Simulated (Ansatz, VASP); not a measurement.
# ZrB2: VASP beside Ansatz, part 2 of 2

One calculation is typed for both programs; each brings its own data sets. How far apart do they land? The cell is taken from a series of runs on this material, whose earlier steps may have relaxed, scaled, displaced or heated it; both programs get it as it stands.

VASP 6.6.1 and Ansatz 0.2.0.

So far: Starting point; VASP: zone-centre phonons, LDA.

**3. Ansatz: zone-centre phonons, LDA**

Level of this step: Ansatz beside VASP: Kohn-Sham DFT, plane waves, LDA (Ansatz).

Ansatz runs on its PAW soft_1 files.

The same cell, functional (in two slightly different forms), mesh and smearing now go to Ansatz, which takes its cutoff from its data sets.

The input, input.yaml:

```yaml
crystal:
  lattice:
    - [3.1902878893, 0.0, 0.0]
    - [-1.5951439446, 2.7628703576, 0.0]
    - [0.0, 0.0, 3.5666890501]
  atoms:
    - { symbol: B, position: [0.3333333333, 0.6666666667, 0.5] }
    - { symbol: B, position: [0.6666666667, 0.3333333333, 0.5] }
    - { symbol: Zr, position: [0.0, 0.0, 0.0] }
kpoints:
  mp_grid: { grid: [15, 15, 12] }
hamiltonian:
  xc: lda
  pseudopotentials: { kind: paw, azcp: { folder: soft_1 }, xc_functional: pbe }
scf:
  occupations: { method: methfessel_paxton, width: 0.2 }
output:
  eigenvalues: true
phonons:
  method: dfpt
```

Command:

```console
$ ansatz run input.yaml --threads 4 --pin off --max-ram 10240MiB --backend cpu --events-out ev --progress --plain --runs-dir out
```

Numbers of over 12 decimals in the logs are rounded to 6 here.

Output:

```text
zone centre: on kpoints.mp_grid the ground state, and the responses unless they are solved on pairs of k-points, stand on 448 of the mesh's 2700 k-points, reduced under 4 symmetry operations, with k and −k counted as one. Each operation leaves every solved displacement unchanged or reverses it
Engine: ansatz 0.2.0, aarch64-unknown-linux-gnu
Pseudopotentials: kind: paw
Pseudopotential: B, paw, valence charge 3, recommended cutoff 420 eV (normal), soft_1/B.paw.azcp
Pseudopotential: Zr, paw, valence charge 12, recommended cutoff 420 eV (normal), soft_1/Zr.paw.azcp
Functional definition: SPW92
  exchange = slater_x
  correlation = pw_c
Crystal: 3 atoms, lattice volume = 31.438 Å³
Basis set: ecut = 420 eV, 575 PW (Γ), exchange–correlation on 48×48×48 points (8 copies of the dense FFT grid, shifted against one another)
Bands: 13, of which v1, the nominal top of the filled ones, is band 9 counted from 1 (8 counted from 0)
Symmetry: 24 space group operations
k-points: 448 of 2700 (irreducible under 4 space group operations, time reversal used)
Non-local potential: B, projectors of the file, l = 0: 2, l = 1: 2, l = 2: 1
Non-local potential: Zr, projectors of the file, l = 0: 3, l = 1: 2, l = 2: 2, l = 3: 1
PAW form: soft (Blöchl's): semilocal exchange-correlation on the pseudo side does not see the compensation charge
PAW frozen core: B, regenerated for the run's functional, and the local potential with it (the file was generated under x = pbe(κ = 0.804, μ = 0.219515), c = pbe(β = 0.066725))
PAW frozen core: Zr, regenerated for the run's functional, and the local potential with it (the file was generated under x = pbe(κ = 0.804, μ = 0.219515), c = pbe(β = 0.066725))
PAW one-centre angular grid: B, 110 points (default); XC on 64 Gauss nodes
PAW one-centre angular grid: Zr, 590 points (default); XC on 64 Gauss nodes
Initial density: superposition of atomic densities (chi_scale 0.1, normalization cell, long waves kept (reshape's long-wave potential 0.00 eV rms))
Initial wavefunctions: pseudopotential atomic-orbital guess
Functional: x = slater, c = lda
SCF iter   1: F=—  HF=-4380.714424 eV  |F-HF|=—  |Δ(HF+E_count)|=         —  Δρ=5.36e-2  dr2=1.71e0  ethr=3.10e-3  ⟨swp⟩=4.9  Hψ=27976  notcnv=0
preconditioner: auto → none  [metal: Δε(μ)=0.057 eV  Ē_g=16.852 eV  σ=0.200 eV  W_gap=0.24  n_scr=8 (ndim 8)  ℏωp=26.5 eV  f_vac=0.000  D(μ)=0.26/eV (n_scr^D=0)  sad-step TF]
SCF iter   2: F=—  HF=-4380.323631 eV  |F-HF|=—  |Δ(HF+E_count)|=   3.91e-1  S|Δr|=    0.00e0  Δρ=2.64e-2  dr2=3.70e-1  ethr=3.10e-3  ⟨swp⟩=2.1  Hψ=11321  notcnv=0
SCF iter   3: F=—  HF=-4380.215387 eV  |F-HF|=—  |Δ(HF+E_count)|=   1.08e-1  S|Δr|=    0.00e0  Δρ=2.31e-3  dr2=1.56e-3  ethr=2.06e-3  ⟨swp⟩=2.1  Hψ=9992  notcnv=0
SCF iter   4: F=—  HF=-4380.215475 eV  |F-HF|=—  |Δ(HF+E_count)|=   8.81e-5  S|Δr|=    0.00e0  Δρ=4.10e-4  dr2=4.26e-5  ethr=8.69e-6  ⟨swp⟩=2.2  Hψ=12796  notcnv=0
SCF iter   5: F=—  HF=-4380.215486 eV  |F-HF|=—  |Δ(HF+E_count)|=   1.08e-5  S|Δr|=    0.00e0  Δρ=4.61e-5  dr2=8.11e-7  ethr=2.37e-7  ⟨swp⟩=2.1  Hψ=8414  notcnv=0
SCF iter   6: F=—  HF=-4380.215485 eV  |F-HF|=—  |Δ(HF+E_count)|=   1.57e-7  S|Δr|=    0.00e0  Δρ=7.69e-6  dr2=1.30e-8  ethr=4.51e-9  ⟨swp⟩=2.1  Hψ=9484  notcnv=0
SCF iter   7: F=—  HF=-4380.215485 eV  |F-HF|=—  |Δ(HF+E_count)|=   1.29e-9  S|Δr|=    0.00e0  Δρ=1.65e-6  dr2=5.16e-10  ethr=7.23e-11  ⟨swp⟩=2.0  Hψ=9859  notcnv=0
SCF iter   8: F=-4380.215485 eV  HF=-4380.215485 eV  |F-HF|=2.73e-12  |Δ(HF+E_count)|=  7.64e-11  S|Δr|=    0.00e0  Δρ=2.26e-7  dr2=6.18e-12  ethr=1.00e-12  ⟨swp⟩=4.0  Hψ=27227  notcnv=0
SCF 1 converged in 8 iterations: F = -4380.215485 eV  dr2 = 6.18e-12
  greatest PAW one-centre occupation: 0.994 electrons in one spin orbital (limit 2), on the Zr atom at site 2 (counted from 0), in its partial waves of l = 0
DFPT response loops at Γ: preconditioner auto → Kerker (q_TF=auto, 2.486 Å⁻¹) (partly filled bands, converged f_vac=0.000); β = 1.00, the filter's whole step (`scf.mixing.beta` (0.50) is not read by the response loops under this deck's `scf.mixing.preconditioner`; to damp them name `kerker` or `kerker_dos`, under which they read `scf.mixing.beta`, and type it under 1.00, their step now; both keys bind the ground state too); Broyden in place of MSR1
SCF converged after 8 iterations
Stability not checked: this state was not tested for a lower state beside it, because cold or Methfessel-Paxton smearing, or corrected tetrahedra, fill the levels in a way that the test cannot read (fill_not_monotonic; see scf.lower_state_search)
Free energy (F): -4380.215485 eV
Harris-Foulkes:  -4380.215485 eV  (|F-HF|=2.73e-12)
Internal energy: -4380.216028 eV  (E = F + TS)
E sigma→0 (E₀):  -4380.215621 eV
Entropy (-TS):   0.000542 eV (0.181 meV/atom)
Fermi energy:    15.115640 eV
--- Per-component energies (eV) ---
  E_band       = -35.839759
  E_kinetic    = 416.904323
  E_local      = -545.515954  (includes V_loc(G=0)·N_el)
  E_nonlocal   = 94.242907
  E_hartree    = 181.986426
  E_xc         = -220.874538
  E_vxc        = -262.196365  (∫ρ·V_xc dr)
  E_paw        = -3002.978128  (= ΣΔE_a)
  E_vpaw       = -103.247496  (= ΣTr[D̂ρ^β])
  E_aug_tail   = -0.000007  (compensation charges beyond the density's cutoff)
  E_ewald      = -1304.443125
  E_core_change = 0.462069  (= ΣΔE_core)
  E_smearing   = 0.000542  (= −TS)
  E_closure    = 0.000000  (closes the sum)
  Σ components = -4380.215485   (vs F -4380.215485, Δ=0.00e0)
--- Band table (eV; the first three rows and the last of 448) ---
  k-point 0: bands = [... 5 lower, 12.5719, 12.5719, 12.5790, 12.7985, 18.4044, 18.4044, 19.1389, 19.1389]
  k-point 1: bands = [... 5 lower, 11.8082, 12.6355, 12.6355, 13.5328, 17.8959, 17.8959, 18.9354, 18.9354]
  k-point 2: bands = [... 5 lower, 10.9062, 12.8244, 12.8244, 14.3488, 17.0990, 17.0990, 18.3943, 18.3943]
  k-point 447: bands = [... 5 lower, 8.3727, 10.5806, 11.5614, 12.6139, 18.4004, 19.7122, 19.8986, 20.9193]
--- Phonons (Γ-DFPT): 4 representative perturbations + reference, on 448 of 2700 k-points (Σ response iterations 12) ---
  k mesh reduced under 4 symmetry operations, with k and −k counted as one. Each operation leaves every solved displacement unchanged or reverses it
  ASR residual: 1.498e-4 → 0.000e0 eV/Å²; symmetrization residual: 2.688e-7 eV/Å²
  ASR residual per site (eV/Å²): 2.58e-5 2.58e-5 1.50e-4
  Γ frequencies (cm⁻¹): 0.00 0.00 0.00 431.07 431.07 434.86 545.15 731.37 731.37
  non-analytic LO–TO correction: not included (Born effective charges unavailable; polar crystals: no LO–TO splitting at Γ)
```

In the SCF lines HF is the Harris–Foulkes energy and dr2 the Hartree energy of the density residual, in eV; the loop may stop once dr2 is under the threshold and the program's other checks hold. Hψ counts applications of the Hamiltonian.

**4. Side by side**

Known differences besides the potentials themselves: the two LDA forms differ slightly; the cutoff is 420 eV in Ansatz and 500 eV in VASP; VASP's log shows a relativistic correction to its local exchange, Ansatz's none. Total energies have different zeros and are not compared.

The two programs side by side:

| quantity | Ansatz | VASP | difference |
| --- | --- | --- | --- |
| optical mode 1 to 2 (cm⁻¹) | 431.1 | 432.0 | -0.22 % |
| optical mode 3 (cm⁻¹) | 434.9 | 436.8 | -0.44 % |
| optical mode 4 (cm⁻¹) | 545.1 | 546.4 | -0.23 % |
| optical mode 5 to 6 (cm⁻¹) | 731.4 | 732.0 | -0.08 % |

Modes are paired by rising frequency, not by their patterns, so a pair may set unlike modes beside each other; they are those without the splitting of longitudinal modes.

**5. Summary of results**

- r.m.s. difference of the optical zone-centre modes, each program's sorted by frequency (zone-centre phonons, LDA): 1.2 cm⁻¹

What this shows: The r.m.s. difference of the optical zone-centre modes, each program's sorted by frequency is 1.2 cm⁻¹ (zone-centre phonons, LDA). How closely two codes agree says nothing of how well the functional describes the real material.

[Lines on the potential files, build, host, timing and source positions are cut from VASP's logs without a mark.]

[Logs are printed without paths, hosts, clocks, repeated set-up lines and the standing remarks that a program may print on its own settings, such as how far it seeks lower states.]

[Hosts, paths, dates, database ids (printed as entryN), source tags and the programs' standing remarks are cut or masked in the printed files.]
